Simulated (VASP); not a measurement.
OSZICAR of a VASP run on Na:

**OSZICAR**
```
       N       E                     dE             d eps       ncg     rms          rms(c)
DAV:   1     0.227675669216E+03    0.22768E+03   -0.20350E+04   740   0.112E+03
DAV:   2    -0.120166068170E+02   -0.23969E+03   -0.23800E+03   509   0.379E+02
DAV:   3    -0.236812332455E+02   -0.11665E+02   -0.11570E+02   583   0.101E+02
DAV:   4    -0.239404634704E+02   -0.25923E+00   -0.25908E+00   560   0.141E+01
DAV:   5    -0.239487278830E+02   -0.82644E-02   -0.82642E-02   577   0.259E+00    0.890E-01
DAV:   6    -0.221833243500E+02    0.17654E+01   -0.15792E+00   504   0.101E+01    0.647E-01
DAV:   7    -0.208546433912E+02    0.13287E+01   -0.32222E-01   526   0.497E+00    0.434E-01
DAV:   8    -0.226202736320E+02   -0.17656E+01   -0.32521E-01   528   0.407E+00    0.157E-01
DAV:   9    -0.211529204965E+02    0.14674E+01   -0.41258E-01   530   0.353E+00    0.137E-01
DAV:  10    -0.207988590050E+02    0.35406E+00   -0.34297E-01   500   0.500E+00    0.941E-02
DAV:  11    -0.211576160735E+02   -0.35876E+00   -0.88319E-02   582   0.276E+00    0.698E-02
DAV:  12    -0.208146030632E+02    0.34301E+00   -0.82952E-02   664   0.304E+00    0.466E-02
DAV:  13    -0.208760987539E+02   -0.61496E-01   -0.27849E-03   522   0.502E-01    0.337E-02
DAV:  14    -0.208909893933E+02   -0.14891E-01   -0.99237E-03   502   0.973E-01    0.247E-02
DAV:  15    -0.209699318554E+02   -0.78942E-01   -0.97805E-02   502   0.311E+00    0.679E-02
DAV:  16    -0.209698065479E+02    0.12531E-03   -0.10849E-03   574   0.383E-01    0.698E-02
DAV:  17    -0.209701323714E+02   -0.32582E-03   -0.24448E-05   368   0.555E-02    0.711E-02
DAV:  18    -0.209772601877E+02   -0.71278E-02   -0.44956E-05   353   0.620E-02    0.721E-02
DAV:  19    -0.210159017959E+02   -0.38642E-01   -0.20059E-02   574   0.137E+00    0.898E-02
DAV:  20    -0.210113967757E+02    0.45050E-02   -0.10010E-02   502   0.110E+00    0.969E-02
DAV:  21    -0.210149708888E+02   -0.35741E-02   -0.23651E-03   507   0.537E-01    0.998E-02
DAV:  22    -0.210212054689E+02   -0.62346E-02   -0.24642E-04   536   0.145E-01    0.988E-02
DAV:  23    -0.210131683618E+02    0.80371E-02   -0.58796E-03   502   0.763E-01    0.935E-02
DAV:  24    -0.209900848487E+02    0.23084E-01   -0.64269E-03   502   0.840E-01    0.873E-02
DAV:  25    -0.209940451008E+02   -0.39603E-02   -0.50542E-04   502   0.210E-01    0.819E-02
DAV:  26    -0.209840466727E+02    0.99984E-02   -0.36174E-04   552   0.290E-01    0.522E-02
DAV:  27    -0.209734167868E+02    0.10630E-01   -0.81067E-04   505   0.314E-01    0.411E-02
DAV:  28    -0.209681779577E+02    0.52388E-02   -0.10762E-03   648   0.359E-01    0.186E-02
DAV:  29    -0.209523993909E+02    0.15779E-01   -0.44668E-04   504   0.226E-01    0.170E-02
DAV:  30    -0.209392813258E+02    0.13118E-01   -0.88882E-04   505   0.310E-01    0.167E-02
DAV:  31    -0.209394201430E+02   -0.13882E-03   -0.14054E-05   380   0.340E-02    0.164E-02
DAV:  32    -0.209373839384E+02    0.20362E-02   -0.51803E-05   340   0.774E-02    0.165E-02
DAV:  33    -0.209405029097E+02   -0.31190E-02   -0.29434E-04   501   0.168E-01    0.172E-02
DAV:  34    -0.209379886985E+02    0.25142E-02   -0.23409E-04   501   0.166E-01    0.236E-02
DAV:  35    -0.209405278744E+02   -0.25392E-02   -0.46237E-05   425   0.800E-02    0.212E-02
DAV:  36    -0.209367134470E+02    0.38144E-02   -0.31240E-05   340   0.651E-02    0.197E-02
DAV:  37    -0.209257401997E+02    0.10973E-01   -0.45915E-04   500   0.256E-01    0.222E-02
DAV:  38    -0.209220918690E+02    0.36483E-02   -0.63059E-05   446   0.979E-02    0.213E-02
DAV:  39    -0.208972041500E+02    0.24888E-01   -0.18067E-03   500   0.489E-01    0.263E-02
DAV:  40    -0.208941506843E+02    0.30535E-02   -0.24089E-05   388   0.563E-02    0.253E-02
DAV:  41    -0.208947728548E+02   -0.62217E-03   -0.29389E-06   250   0.208E-02    0.259E-02
DAV:  42    -0.208904040554E+02    0.43688E-02   -0.21244E-05   343   0.504E-02    0.247E-02
DAV:  43    -0.208807778706E+02    0.96262E-02   -0.40253E-04   500   0.236E-01    0.239E-02
DAV:  44    -0.208781194079E+02    0.26585E-02   -0.36886E-05   343   0.865E-02    0.197E-02
DAV:  45    -0.208775268400E+02    0.59257E-03   -0.21304E-05   295   0.627E-02    0.206E-02
DAV:  46    -0.208657939958E+02    0.11733E-01   -0.80314E-04   604   0.335E-01    0.112E-02
DAV:  47    -0.208599170217E+02    0.58770E-02   -0.18130E-04   500   0.156E-01    0.957E-03
DAV:  48    -0.208595730803E+02    0.34394E-03   -0.25558E-06   315   0.224E-02    0.910E-03
DAV:  49    -0.208594960616E+02    0.77019E-04   -0.30598E-06   250   0.233E-02    0.955E-03
DAV:  50    -0.208563639682E+02    0.31321E-02   -0.34128E-05   340   0.668E-02    0.842E-03
DAV:  51    -0.208468067596E+02    0.95572E-02   -0.14839E-04   501   0.114E-01    0.114E-02
DAV:  52    -0.208370436988E+02    0.97631E-02   -0.72352E-04   500   0.280E-01    0.105E-02
DAV:  53    -0.208371659778E+02   -0.12228E-03   -0.34069E-05   400   0.821E-02    0.949E-03
DAV:  54    -0.208324172303E+02    0.47487E-02   -0.21061E-04   500   0.152E-01    0.101E-02
DAV:  55    -0.208319131422E+02    0.50409E-03   -0.67072E-06   334   0.333E-02    0.102E-02
DAV:  56    -0.208256319019E+02    0.62812E-02   -0.29956E-04   500   0.174E-01    0.109E-02
DAV:  57    -0.208259152841E+02   -0.28338E-03   -0.11442E-05   340   0.323E-02    0.113E-02
DAV:  58    -0.208268535924E+02   -0.93831E-03   -0.99110E-06   315   0.370E-02    0.116E-02
DAV:  59    -0.208241405681E+02    0.27130E-02   -0.43694E-05   340   0.600E-02    0.117E-02
DAV:  60    -0.208216733644E+02    0.24672E-02   -0.42736E-05   420   0.684E-02    0.116E-02
DAV:  61    -0.208183921677E+02    0.32812E-02   -0.27247E-04   503   0.184E-01    0.108E-02
DAV:  62    -0.208108728540E+02    0.75193E-02   -0.42686E-04   500   0.189E-01    0.128E-02
DAV:  63    -0.208129865630E+02   -0.21137E-02   -0.37448E-05   340   0.425E-02    0.124E-02
DAV:  64    -0.208107471825E+02    0.22394E-02   -0.21595E-05   340   0.288E-02    0.125E-02
DAV:  65    -0.208076111985E+02    0.31360E-02   -0.62915E-05   340   0.675E-02    0.129E-02
DAV:  66    -0.208144134202E+02   -0.68022E-02   -0.25871E-04   500   0.101E-01    0.109E-02
DAV:  67    -0.208066875550E+02    0.77259E-02   -0.39948E-04   500   0.162E-01    0.125E-02
DAV:  68    -0.208034705663E+02    0.32170E-02   -0.68605E-05   343   0.665E-02    0.124E-02
DAV:  69    -0.208038289997E+02   -0.35843E-03   -0.38890E-06   305   0.196E-02    0.127E-02
DAV:  70    -0.208036353188E+02    0.19368E-03   -0.95988E-07   251   0.124E-02    0.125E-02
DAV:  71    -0.208145215552E+02   -0.10886E-01   -0.12459E-03   500   0.317E-01    0.797E-03
DAV:  72    -0.208162376275E+02   -0.17161E-02   -0.21618E-04   512   0.165E-01    0.558E-03
DAV:  73    -0.208150737857E+02    0.11638E-02   -0.35725E-05   340   0.606E-02    0.538E-03
DAV:  74    -0.208189306954E+02   -0.38569E-02   -0.73171E-05   420   0.671E-02    0.486E-03
DAV:  75    -0.208108231964E+02    0.81075E-02   -0.32477E-04   500   0.139E-01    0.551E-03
DAV:  76    -0.207968717304E+02    0.13951E-01   -0.14106E-03   500   0.300E-01    0.742E-03
DAV:  77    -0.207956413168E+02    0.12304E-02   -0.31262E-05   406   0.623E-02    0.768E-03
DAV:  78    -0.207987014006E+02   -0.30601E-02   -0.77919E-05   420   0.558E-02    0.679E-03
DAV:  79    -0.208004332254E+02   -0.17318E-02   -0.32366E-05   349   0.515E-02    0.660E-03
DAV:  80    -0.208042648003E+02   -0.38316E-02   -0.15437E-04   500   0.114E-01    0.585E-03
DAV:  81    -0.208248576450E+02   -0.20593E-01   -0.26101E-03   500   0.442E-01    0.787E-03
DAV:  82    -0.208197232335E+02    0.51344E-02   -0.19630E-04   500   0.116E-01    0.826E-03
DAV:  83    -0.208171511924E+02    0.25720E-02   -0.67139E-05   420   0.835E-02    0.936E-03
DAV:  84    -0.208172824003E+02   -0.13121E-03   -0.63599E-06   296   0.195E-02    0.876E-03
DAV:  85    -0.208164963946E+02    0.78601E-03   -0.74572E-06   339   0.297E-02    0.934E-03
DAV:  86    -0.208226533347E+02   -0.61569E-02   -0.31569E-04   500   0.165E-01    0.101E-02
DAV:  87    -0.208235090231E+02   -0.85569E-03   -0.51061E-06   353   0.261E-02    0.960E-03
DAV:  88    -0.208256294994E+02   -0.21205E-02   -0.24095E-05   340   0.486E-02    0.102E-02
DAV:  89    -0.208254194546E+02    0.21004E-03   -0.20659E-06   269   0.126E-02    0.108E-02
DAV:  90    -0.208250445693E+02    0.37489E-03   -0.12037E-06   253   0.919E-03    0.107E-02
DAV:  91    -0.208225175048E+02    0.25271E-02   -0.43363E-05   340   0.644E-02    0.105E-02
DAV:  92    -0.208226177570E+02   -0.10025E-03   -0.23259E-06   250   0.175E-02    0.107E-02
DAV:  93    -0.208224214919E+02    0.19627E-03   -0.15092E-06   250   0.164E-02    0.111E-02
DAV:  94    -0.208256174072E+02   -0.31959E-02   -0.40969E-05   340   0.549E-02    0.112E-02
DAV:  95    -0.208250625323E+02    0.55487E-03   -0.28155E-06   285   0.133E-02    0.115E-02
DAV:  96    -0.208213322598E+02    0.37303E-02   -0.92547E-05   420   0.876E-02    0.902E-03
DAV:  97    -0.208166163970E+02    0.47159E-02   -0.13907E-04   500   0.113E-01    0.798E-03
DAV:  98    -0.208113505084E+02    0.52659E-02   -0.17102E-04   500   0.122E-01    0.685E-03
DAV:  99    -0.208150423633E+02   -0.36919E-02   -0.96000E-05   500   0.829E-02    0.776E-03
DAV: 100    -0.208142865526E+02    0.75581E-03   -0.39723E-06   305   0.166E-02
   1 F= -.20814287E+02 E0= -.20813019E+02  d E =-.208143E+02
```

**Question.** Which electronic solver shows in the log?

**Answer.** It is blocked Davidson (ALGO = Normal, or the opening steps of other solvers). The INCAR had ALGO = Normal.

**Question.** Can the final energy be trusted as converged?

**Answer.** Convergence was not reached. It stopped with EDIFF = 1E-5, NELM = 100, NSW = 50 and EDIFFG = -0.03 after 1 ionic step (r2SCAN meta-GGA, plane waves, VASP's PBE PAW potentials (set 64)). The run did not end as a converged relaxation.

The cell is a thin slab with vacuum, built from Na (bcc): (100) face.
